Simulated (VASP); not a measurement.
Given:

```yaml
crystal:
  lattice:
    - [5.89447, 0.00028, 0.00028]
    - [0.00028, 5.89447, 0.00028]
    - [0.00028, 0.00028, 5.89447]
  atoms:
    - { symbol: Sn, position: [0.99160, 0.99160, 0.99160] }
    - { symbol: Sn, position: [0.25840, 0.25840, 0.25840] }
    - { symbol: Ge, position: [0.50822, 0.50822, 0.99129] }
    - { symbol: Ge, position: [0.74178, 0.74178, 0.25871] }
    - { symbol: Ge, position: [0.50822, 0.99129, 0.50822] }
    - { symbol: Ge, position: [0.74178, 0.25871, 0.74178] }
    - { symbol: Ge, position: [0.99129, 0.50822, 0.50822] }
    - { symbol: Ge, position: [0.25871, 0.74178, 0.74178] }
```

Method: PBEsol GGA, VASP's PBE PAW potentials (set 64) (plane waves; VASP 6.6.1). Numerical set-up: 400 eV cut-off, Gaussian smearing of 0.050 eV, potentials Sn_d Ge_d.

Unless said otherwise, spin-orbit coupling is left out, though it shifts the bands of the heavy elements here.

**Question.** What does the run give for the band gap (along the path) with the smallest direct gap where there is one?

**Answer.** 
```yaml
band gap (along the path): none (metal, semimetal or under 0.01 eV)
```

The absolute energy has meaning only against runs of the same code, potentials and settings.

The structure was generated: Sn2Ge6 was put into an ordered model structure (R-3m), which need not be its known phase. It was relaxed first.
